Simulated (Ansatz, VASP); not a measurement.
# AlAg2B: VASP beside Ansatz, part 2 of 2

One calculation is typed for both programs; each brings its own data sets. How far apart do they land? The cell is generated by rule, not measured, and may not be a known phase. Of the first pair: The two relaxations start from unlike cells of this crystal (the structure described is Ansatz's start), so only their ends are compared.

VASP 6.6.1 and Ansatz 0.2.0.

So far: Set-up; VASP: relaxation of cell and atoms, RPBE, pair 1; Ansatz: relaxation of cell and atoms, RPBE, pair 1.

## 4. Comparison

Known differences besides the potentials themselves: the data sets hold 44 valence electrons in Ansatz (on its default PAW (the set named soft_2) files) and 28 in VASP; the cutoff is 420 eV in Ansatz and 500 eV in VASP; Ansatz makes its cores anew for this functional, VASP keeps those of its PBE data sets; Ansatz adds a Pulay correction to the stress that steers its cell, VASP none. Total energies have different zeros and are not compared.

Compared:

```csv
quantity,Ansatz,VASP,difference
volume (Å³),60.93,60.87,+0.10 %
"edge a after relaxation, in the typed setting (Å)",8.026,8.028,-0.03 %
```

## 5. Ansatz: relaxation of cell and atoms, RPBE, pair 2

The relaxed volume is the usual yardstick between codes: in a stiff, nearly cubic crystal its relative difference is about their pressure difference at one cell divided by the bulk modulus.

The cell is taken from a series of runs on this material, whose earlier steps may have relaxed, scaled, displaced or heated it; both programs get it as it stands.

input.yaml

```yaml
crystal:
  lattice:
    - [1.4980983363, 0.8649289869, 7.8372619077]
    - [-1.4980983363, 0.8649289869, 7.8372619077]
    - [0.0, -1.7298534462, 7.8372624073]
  atoms:
    - { symbol: B, position: [0.3712079417, 0.3712079417, 0.3712079417] }
    - { symbol: Al, position: [0.6421951609, 0.6421951609, 0.6421951609] }
    - { symbol: Ag, position: [0.8802399246, 0.8802399246, 0.8802399246] }
    - { symbol: Ag, position: [0.1063569729, 0.1063569729, 0.1063569729] }
kpoints:
  mp_grid: { grid: [18, 18, 18] }
hamiltonian:
  xc: rpbe
scf:
  occupations: { method: gaussian, width: 0.1 }
output:
  forces: true
  stress: true
  eigenvalues: true
  write_density: true
  write_potential: true
  elf: true
  volumetric_format: npy
relax:
  adjacent_minimum: "off"
  f_tol: 0.005
  max_steps: 80
  cell: { stress_tol: 0.05 }
```

On the command line:

```console
$ ansatz run input.yaml --threads 8 --pin off --max-ram 14336MiB --backend cpu --events-out ev --progress --plain --runs-dir out
```

Numbers of over 12 decimals in the logs are rounded to 6 here.

Log:

```text
[...]
Crystal: 4 atoms, lattice volume = 60.931 Å³
Basis set: ecut = 420 eV, 1155 PW (Γ), FFT grids on a1−a2, a2, −a2+a3, exchange–correlation on 48×108×48 points (8 copies of the dense FFT grid, shifted against one another)
Bands: 27, of which v1, the nominal top of the filled ones, is band 22 counted from 1 (21 counted from 0)
Symmetry: 6 space group operations
[...]
--- Relaxed structure (4 steps of the walk, 4 accepted, 1 SCFs on fresh bases) ---
[...]
cell:  # Å, volume = 60.9400 Å³
    - [1.502131, 0.867257, 7.796427]
    - [-1.502131, 0.867257, 7.796427]
    - [0, -1.734510, 7.796427]
  atoms:
    - { symbol: B, position: [0.371383, 0.371383, 0.371383] }
    - { symbol: Al, position: [0.642059, 0.642059, 0.642059] }
    - { symbol: Ag, position: [0.880106, 0.880106, 0.880106] }
    - { symbol: Ag, position: [0.106452, 0.106452, 0.106452] }
[key lines of the parts left out:]
SCF converged after 5 iterations
Free energy (F): -15892.788767 eV
Fermi energy:    13.044661 eV
P = ⅓ Tr σ = 0.0134 GPa (0.134 kbar)
```

## 6. VASP: relaxation of cell and atoms, RPBE, pair 2

The same cell, functional, mesh and smearing now go to VASP, with its own data sets.

INCAR

```
SYSTEM = AlAg2B
PREC = Accurate
ENCUT = 500
EDIFF = 1E-07
NELM = 120
ISMEAR = 0
SIGMA = 0.1
LREAL = .FALSE.
ALGO = Normal
GGA = RP
NBANDS = 20
LASPH = .TRUE.
LORBIT = 11
LWAVE = .FALSE.
LCHARG = .FALSE.
ISIF = 3
IBRION = 2
NSW = 80
EDIFFG = -0.005
GGA_COMPAT = .FALSE.
NELMIN = 4
KPAR = 2
```

POSCAR

```
AlAg2B
1.0
    1.4980980000      0.8649290000      7.8372620000
   -1.4980980000      0.8649290000      7.8372620000
    0.0000000000     -1.7298530000      7.8372620000
B Al Ag
1 1 2
Direct
    0.3712079828      0.3712079828      0.3712078995
    0.6421951120      0.6421951120      0.6421952340
    0.8802398585      0.8802398585      0.8802400905
    0.1063568540      0.1063568540      0.1063571614
```

KPOINTS

```
Automatic mesh
0
Gamma
18 18 18
0 0 0
```

The projector-augmented-wave data sets are B, Al and Ag (PBE family, release 64).

On the command line:

```console
$ mpirun -np 2 vasp_std
```

Log:

```text
[banner, memory and clock lines left out]
running    2 mpi-ranks, on    1 nodes
[...]
[... a notice as in an earlier step ...]

 LDA part: xc-table for (Slater+PW92), standard interpolation
 POSCAR, INCAR and KPOINTS ok, starting setup
[...]
entering main loop
       N       E                     dE             d eps       ncg     rms          rms(c)
DAV:   1     0.134253582064E+03    0.13425E+03   -0.13331E+04 23200   0.127E+03
DAV:   2    -0.111877146869E+02   -0.14544E+03   -0.13894E+03 25032   0.262E+02
DAV:   3    -0.152734036615E+02   -0.40857E+01   -0.40410E+01 27084   0.443E+01
DAV:   4    -0.153032261274E+02   -0.29822E-01   -0.29803E-01 25512   0.399E+00
[...]
DAV:  13    -0.125536333945E+02   -0.50014E-06   -0.23297E-05 25264   0.529E-02    0.803E-03
DAV:  14    -0.125536327855E+02    0.60909E-06   -0.10532E-06 26828   0.928E-03    0.241E-03
DAV:  15    -0.125536327064E+02    0.79105E-07   -0.38015E-07 25532   0.637E-03
   1 F= -.12553633E+02 E0= -.12551047E+02  d E =-.125536E+02
[... from here on, the cycles between the ionic steps are left out ...]
   2 F= -.12554031E+02 E0= -.12551455E+02  d E =-.397987E-03
   3 F= -.12554238E+02 E0= -.12551671E+02  d E =-.605655E-03
   4 F= -.12554266E+02 E0= -.12551693E+02  d E =-.277523E-04
   5 F= -.12554268E+02 E0= -.12551690E+02  d E =-.300513E-04
   6 F= -.12554270E+02 E0= -.12551693E+02  d E =-.314143E-04
   7 F= -.12554275E+02 E0= -.12551698E+02  d E =-.540910E-05
 trial-energy change:   -0.000005  1 .order   -0.000004   -0.000008   -0.000001
 step:   1.5150(harm=  1.5895)  dis= 0.00036  next Energy=   -12.554275 (dE=-0.543E-05)
 reached required accuracy - stopping structural energy minimisation
```

Parts of OUTCAR (step 6):

```text
  Total        0.0024493      0.0024493      0.0037643      0.0000000      0.0000000      0.0000000
  in kB        0.0644359      0.0644359      0.0990323      0.0000000      0.0000000      0.0000000
  external PRESSURE =       0.0759680 kB  Pullay stress =       0.0000000 kB

 POSITION                                       TOTAL-FORCE (eV/Angst)
 -----------------------------------------------------------------------------------
     -0.00000      0.00000      8.68694         0.000000      0.000000      0.004004
     -0.00000      0.00000     15.02250         0.000000     -0.000000     -0.000977
     -0.00000      0.00000     20.59252         0.000000     -0.000000     -0.002357
     -0.00000     -0.00000      2.49213        -0.000000     -0.000000     -0.000670
 -----------------------------------------------------------------------------------
    total drift:                                0.000000      0.000252     -0.000600

  FREE ENERGIE OF THE ION-ELECTRON SYSTEM (eV)
  ---------------------------------------------------
  free  energy   TOTEN  =       -12.5542751848 eV

  energy  without entropy=      -12.5491198810  energy(sigma->0) =      -12.55169753

[... 1 part as in an earlier step ...]

[... 3 further parts left out ...]
[key lines of the parts left out:]
E-fermi :   7.6842
```

## 7. Differences

What differs besides the data sets and the points named for the pairs above, as far as they apply: the data sets hold 44 valence electrons in Ansatz (on its default PAW (the set named soft_2) files) and 28 in VASP. Total energies have different zeros and are not compared.

Compared:

```csv
quantity,Ansatz,VASP,difference
volume (Å³),60.94,60.90,+0.07 %
"edge a after relaxation, in the typed setting (Å)",7.987,7.989,-0.03 %
```

## 8. Ansatz: relaxation of cell and atoms, RPBE, pair 3

The relaxed volume is the usual yardstick between codes: in a stiff, nearly cubic crystal its relative difference is about their pressure difference at one cell divided by the bulk modulus.

The cell is taken from a series of runs on this material, whose earlier steps may have relaxed, scaled, displaced or heated it; both programs get it as it stands.

input.yaml

```yaml
crystal:
  lattice:
    - [1.5021314508, 0.8672574987, 7.7964267789]
    - [-1.5021314508, 0.8672574987, 7.7964267789]
    - [0.0, -1.7345104937, 7.7964272799]
  atoms:
    - { symbol: B, position: [0.3713834302, 0.3713834302, 0.3713834302] }
    - { symbol: Al, position: [0.6420586499, 0.6420586499, 0.6420586499] }
    - { symbol: Ag, position: [0.8801059761, 0.8801059761, 0.8801059761] }
    - { symbol: Ag, position: [0.1064519439, 0.1064519439, 0.1064519439] }
kpoints:
  mp_grid: { grid: [18, 18, 18] }
hamiltonian:
  xc: rpbe
scf:
  occupations: { method: methfessel_paxton, width: 0.2 }
output:
  forces: true
  stress: true
  eigenvalues: true
relax:
  adjacent_minimum: "off"
  f_tol: 0.001
  max_steps: 60
  cell: { stress_tol: 0.01 }
```

On the command line:

```console
$ ansatz run input.yaml --threads 8 --pin off --max-ram 14336MiB --backend cpu --events-out ev --progress --plain --runs-dir out
```

Log:

```text
[...]
Crystal: 4 atoms, lattice volume = 60.940 Å³
Basis set: ecut = 420 eV, 1143 PW (Γ), FFT grids on a1−a3, a2−a3, a3, exchange–correlation on 48×48×108 points (8 copies of the dense FFT grid, shifted against one another)
Bands: 27, of which v1, the nominal top of the filled ones, is band 22 counted from 1 (21 counted from 0)
Symmetry: 6 space group operations
[...]
--- Relaxed structure (4 steps of the walk, 4 accepted, 2 SCFs on fresh bases) ---
[...]
cell:  # Å, volume = 60.9458 Å³
    - [1.502271, 0.867338, 7.795720]
    - [-1.502271, 0.867338, 7.795720]
    - [0, -1.734672, 7.795721]
  atoms:
    - { symbol: B, position: [0.371364, 0.371364, 0.371364] }
    - { symbol: Al, position: [0.642083, 0.642083, 0.642083] }
    - { symbol: Ag, position: [0.880107, 0.880107, 0.880107] }
    - { symbol: Ag, position: [0.106446, 0.106446, 0.106446] }
[key lines of the parts left out:]
SCF converged after 6 iterations
Free energy (F): -15892.785280 eV
Fermi energy:    13.042529 eV
P = ⅓ Tr σ = 0.0004 GPa (0.004 kbar)
```

## 9. VASP: relaxation of cell and atoms, RPBE, pair 3

The same cell, functional, mesh and smearing now go to VASP, with its own data sets.

INCAR, as its differences from that of step 6:

```diff
@@ -5,4 +5,4 @@
 NELM = 120
-ISMEAR = 0
-SIGMA = 0.1
+ISMEAR = 1
+SIGMA = 0.2
 LREAL = .FALSE.
```

POSCAR

```
AlAg2B
1.0
    1.5021310000      0.8672570000      7.7964270000
   -1.5021310000      0.8672570000      7.7964270000
    0.0000000000     -1.7345100000      7.7964270000
B Al Ag
1 1 2
Direct
    0.3713835116      0.3713835116      0.3713832150
    0.6420587251      0.6420587251      0.6420584762
    0.8801060689      0.8801060689      0.8801057924
    0.1064518437      0.1064518437      0.1064520892
```

KPOINTS is that of step 6.

On the command line:

```console
$ mpirun -np 2 vasp_std
```

Log:

```text
[... set-up lines as in an earlier step ...]
 entering main loop
       N       E                     dE             d eps       ncg     rms          rms(c)
DAV:   1     0.133640234988E+03    0.13364E+03   -0.13303E+04 23200   0.127E+03
DAV:   2    -0.111968440717E+02   -0.14484E+03   -0.13847E+03 25132   0.262E+02
DAV:   3    -0.152717539219E+02   -0.40749E+01   -0.40307E+01 27172   0.441E+01
DAV:   4    -0.153011153447E+02   -0.29361E-01   -0.29337E-01 25464   0.397E+00
[...]
DAV:  13    -0.125507320051E+02   -0.22182E-06   -0.23064E-05 25368   0.533E-02    0.805E-03
DAV:  14    -0.125507313934E+02    0.61175E-06   -0.10902E-06 26836   0.928E-03    0.233E-03
DAV:  15    -0.125507313210E+02    0.72377E-07   -0.33963E-07 25140   0.620E-03
   1 F= -.12550731E+02 E0= -.12551612E+02  d E =-.125507E+02
[...]
2 F= -.12550779E+02 E0= -.12551661E+02  d E =-.476862E-04
[...]
3 F= -.12550781E+02 E0= -.12551664E+02  d E =-.501393E-04
[...]
4 F= -.12550782E+02 E0= -.12551664E+02  d E =-.502273E-04
[...]
5 F= -.12550787E+02 E0= -.12551673E+02  d E =-.593042E-05
 trial-energy change:   -0.000006  1 .order   -0.000007   -0.000013   -0.000001
 step:   1.1435(harm=  1.1022)  dis= 0.00038  next Energy=   -12.550788 (dE=-0.595E-05)
 reached required accuracy - stopping structural energy minimisation
```

From OUTCAR (step 9):

```text
  Total       -0.0017622     -0.0017622      0.0022490      0.0000000      0.0000000      0.0000000
  in kB       -0.0463546     -0.0463546      0.0591589      0.0000000      0.0000000      0.0000000
  external PRESSURE =      -0.0111834 kB  Pullay stress =       0.0000000 kB

 POSITION                                       TOTAL-FORCE (eV/Angst)
 -----------------------------------------------------------------------------------
      0.00000      0.00000      8.68538        -0.000000     -0.000000     -0.000526
      0.00000      0.00000     15.02061        -0.000000     -0.000000     -0.002111
      0.00000      0.00000     20.58768         0.000000      0.000000      0.001904
      0.00000      0.00000      2.49109         0.000000      0.000000      0.000733
 -----------------------------------------------------------------------------------
    total drift:                               -0.000000     -0.000044     -0.000639

  FREE ENERGIE OF THE ION-ELECTRON SYSTEM (eV)
  ---------------------------------------------------
  free  energy   TOTEN  =       -12.5507874787 eV

  energy  without entropy=      -12.5534432613  energy(sigma->0) =      -12.55167274

[... 2 parts as in an earlier step ...]

[... 2 further parts left out ...]
[key lines of the parts left out:]
E-fermi :   7.6828
```

## 10. Side by side

What differs besides the data sets and the points named for the pairs above, as far as they apply: the data sets hold 44 valence electrons in Ansatz (on its default PAW (the set named soft_2) files) and 28 in VASP. Total energies have different zeros and are not compared.

The two programs side by side:

```csv
quantity,Ansatz,VASP,difference
volume (Å³),60.95,60.91,+0.06 %
"edge a after relaxation, in the typed setting (Å)",7.986,7.988,-0.02 %
```

## 11. Outcome

| Item | Value |
| --- | --- |
| difference in volume (relaxation of cell and atoms, RPBE, pair 1) | 0.097 % |
| difference in volume (relaxation of cell and atoms, RPBE, pair 2) | 0.065 % |
| difference in volume (relaxation of cell and atoms, RPBE, pair 3) | 0.061 % |

What this shows: The difference in volume is 0.097 % (relaxation of cell and atoms, RPBE, pair 1), within the 1.2 % picked in this series as the mark of a large difference, as far as the stopping tolerances let one tell. The data sets hold unlike numbers of valence electrons (44 in Ansatz and 28 in VASP), so part of the differences comes from the potentials. How closely two codes agree says nothing of how well the functional describes the real material.

[Lines on the potential files, build, host, timing and source positions are cut from VASP's logs without a mark.]

[Logs are printed without paths, hosts, clocks, repeated set-up lines and the standing remarks that a program may print on its own settings, such as how far it seeks lower states.]

[Hosts, paths, dates, database ids (printed as entryN), source tags and the programs' standing remarks are cut or masked in the printed files.]
